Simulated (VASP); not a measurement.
Runs of VASP 6.6.1 on CaSc. All rows change the cell; the cell of one of them follows. It takes space group Fm-3m (No. 225, cubic). The conventional cell has a = 5.462 Å, b = 5.462 Å, c = 5.462 Å, α = 90.00°, β = 90.00°, γ = 90.00°. Around Ca (site symmetry m-3m) lie 6 Sc at 2.73 Å. Sc (site symmetry m-3m) is surrounded by 6 Ca at 2.73 Å. The cell was built by a generator and needn't be a form met in nature.

```csv
task,cell,k mesh,cutoff (eV),gap on the mesh (eV),pressure (GPa),relaxed volume (Å³/atom)
single point,"random cell by space group and Wyckoff sites (Fm-3m, No. 225)",6 × 6 × 6,520,none,20.0,-
relaxation of cell and atoms,"relaxed from: random cell by space group and Wyckoff sites (Fm-3m, No. 225)",6 × 6 × 6,600,-,0.1,(a)
single point,"random cell by space group and Wyckoff sites (Fm-3m, No. 225)",16 × 16 × 16,520,none,0.0,-
relaxation of cell and atoms,"relaxed from: random cell by space group and Wyckoff sites (Fm-3m, No. 225)",16 × 16 × 16,600,-,0.0,33.75
```

Alike in all rows: level PBE; potentials or basis VASP PAW PBE potentials, release 64 (Ca_sv, Sc_sv); no spin polarisation; smearing gaussian 0.1 eV.

Q: Fill in the values left out.

A: (a) 33.71.

Caveats: the bands computed are all filled at some k points, so no gap is given (some runs); so large a pressure means that the cell lies far from this level's equilibrium, or that cutoff or potentials fall short (some runs); the volume moved by over 15 % at a fixed basis, so the end points are rough (some runs).

A gap of «none» marks a metal or a gap under the smearing width.
